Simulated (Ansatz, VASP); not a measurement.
# HfZr2Si3: VASP beside Ansatz

File INCAR:

```
SYSTEM = HfZr2Si3
PREC = Accurate
ENCUT = 520
EDIFF = 1E-6
ISMEAR = 0
SIGMA = 0.1
LREAL = .False.
LASPH = .True.
NELM = 60
ALGO = Normal
ISIF = 2
LWAVE = .False.
LCHARG = .False.
GGA = PE
NBANDS = 58
```

The input KPOINTS:

```
Automatic mesh
0
Gamma
  3 3 4
  0 0 0
```

The input POSCAR:

```
HfZr2Si3
1.0
    7.7715606100      0.0000000000      0.0000000000
   -3.8857803100      6.7303689200      0.0000000000
    0.0000000000      0.0000000000      4.0720634900
Zr Hf Si
4 2 6
Direct
    0.5000000000      0.0000000000      0.0000000000
    0.5000000000      0.5000000000      0.0000000000
    0.0000000000      0.5000000000      0.0000000000
    0.0000000000      0.0000000000      0.0000000000
    0.3333333300      0.6666666700      0.5000000000
    0.6666666700      0.3333333300      0.5000000000
    0.1637599900      0.3275199800      0.5000000000
    0.8362400100      0.1637599900      0.5000000000
    0.6724800200      0.8362400100      0.5000000000
    0.8362400100      0.6724800200      0.5000000000
    0.1637599900      0.8362400100      0.5000000000
    0.3275199800      0.1637599900      0.5000000000
```

Input for Ansatz:

```yaml
crystal:
  lattice:
    - [7.77156061, 0.0, 0.0]
    - [-3.88578031, 6.73036892, 0.0]
    - [0.0, 0.0, 4.07206349]
  atoms:
    - { symbol: Zr, position: [0.5, 0.0, 0.0] }
    - { symbol: Zr, position: [0.5, 0.5, 0.0] }
    - { symbol: Zr, position: [0.0, 0.5, 0.0] }
    - { symbol: Zr, position: [0.0, 0.0, 0.0] }
    - { symbol: Hf, position: [0.33333333, 0.66666667, 0.5] }
    - { symbol: Hf, position: [0.66666667, 0.33333333, 0.5] }
    - { symbol: Si, position: [0.16375999, 0.32751998, 0.5] }
    - { symbol: Si, position: [0.83624001, 0.16375999, 0.5] }
    - { symbol: Si, position: [0.67248002, 0.83624001, 0.5] }
    - { symbol: Si, position: [0.83624001, 0.67248002, 0.5] }
    - { symbol: Si, position: [0.16375999, 0.83624001, 0.5] }
    - { symbol: Si, position: [0.32751998, 0.16375999, 0.5] }
basis:
  ecutwfc: 420
kpoints:
  mp_grid: { grid: [3, 3, 4] }
hamiltonian:
  xc: pbe
scf:
  occupations: { method: gaussian, width: 0.1 }
  lower_state_search: "off"
output:
  forces: true
  stress: true
  eigenvalues: true
```

Change from the starting cell: species swapped into the Eu2Si3Pd type (P6/mmm, No. 191).

Alike in both runs: task single point; functional PBE; k mesh 3 × 3 × 4; occupations gaussian, width 0.1 eV; no spin polarisation.

|  | VASP | Ansatz |
| --- | --- | --- |
| version | VASP 6.6.1 | Ansatz 0.2.0 |
| potentials or method | VASP PAW PBE potentials, release 64 (Zr_sv, Hf_pv, Si) | scalar-relativistic, plane waves, PAW |
| plane-wave cutoff (eV) | 520 | 420 |
| valence electrons in the cell | 92 | 124 |

VASP gave:

```
gap on the k mesh at the Fermi level (eV)       : none
pressure (GPa)                                  : 17.9
largest component of the traceless stress (GPa) : 31.11
rms of the force components (eV/Å)              : 0.826
```

**Question.** Estimate Ansatz's values.

**Answer.** gap on the k mesh at the Fermi level (eV): none; pressure (GPa): 17.5; largest component of the traceless stress (GPa): 30.89; rms of the force components (eV/Å): 0.787.

Atom by atom the forces differ by 0.039 eV/Å (rms over components). A gap of «none» marks a metal or a gap that the smearing closes. The two sets of potentials don't hold the same shells in valence.

Caveats: the k mesh is coarse (spacing up to 0.39 Å⁻¹), so the values aren't converged; so large a pressure means that the cell lies far from this level's equilibrium, or that cutoff or potentials fall short (VASP); forces of over 1 eV/Å show positions far from the minimum, so gaps and moduli don't describe the material at rest. The runs have no spin-orbit coupling, so splittings on Hf are missing.
